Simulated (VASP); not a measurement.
K2S (antifluorite):

```xyz
3
Lattice="0.0000 3.7050 3.7050 3.7050 0.0000 3.7050 3.7050 3.7050 0.0000" Properties=species:S:1:pos:R:3 pbc="T T T"
K      1.8525     1.8525     1.8525
K      5.5575     5.5575     5.5575
S      0.0000     0.0000     0.0000
```

The lowest empty band near Γ, direction [110], from mBJ (TB09) with spin-orbit coupling in VASP (PAW); its two spin partners are averaged. The gap over the points computed is 4.94 eV, and the next band on that side lies 1.80 eV away at the edge.

Run with 400 eV cut-off, 6×6×6 Γ-centred mesh, Gaussian smearing of 0.050 eV, potentials K_sv S.

```csv
distance from the edge in k (1/Å),distance in energy (meV)
0.025,4.7
0.035,9.2
0.050,18.8
0.070,36.9
```

Problem. Fit E(1 + αE) = ħ²k²/2m* (ħ²/2m0 = 3.810 eV Å²) and predict the row at 0.095 1/Å.

Solution. The rows don't resolve α, so a parabola serves: the electron mass is m* = 0.506 m0, and so 67.9 meV. The run gave 67.7 meV, -0.2 meV from the fit.

Left out are points under 3 meV from the edge, since the levels carry 0.1 meV, and points farther than half the way to the next band.

The compound is K2S in the antifluorite structure. The cell was not relaxed at this level.
